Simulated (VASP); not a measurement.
Input:

```
Ge
1.0
    0.00000     2.82900     2.82900
    2.82900     0.00000     2.82900
    2.82900     2.82900     0.00000
Ge
2
Direct
  0.50000   0.50000   0.50000
  0.75000   0.75000   0.75000
```

Method: PBE GGA, VASP's PBE PAW potentials (set 64) (plane waves; VASP). Settings: 480 eV cut-off, 7×7×7 Γ-centred mesh, Gaussian smearing of 0.050 eV, potentials Ge_d.

Energy and stress use the plane-wave basis of the starting cell.

**Question.** The ions, cell shape and volume are relaxed. What does this cell relax into?

**Answer.** 
```
Ge
1.0
    0.00000     2.87496     2.87496
    2.87496     0.00000     2.87496
    2.87496     2.87496     0.00000
Ge
2
Direct
  0.50000   0.50000   0.50000
  0.75000   0.75000   0.75000
```
Space group Fd-3m (227), at a tolerance of 0.03 Å.

**Question.** How do energy and volume change from the first to the last step?

**Answer.** The energy (σ→0) changes by -12.0 meV/atom and the volume by +5.0 %, in 5 ionic steps.

The compound is Ge in the diamond structure. This run relaxes it. Symmetry was kept, so distortions that lower it aren't found.
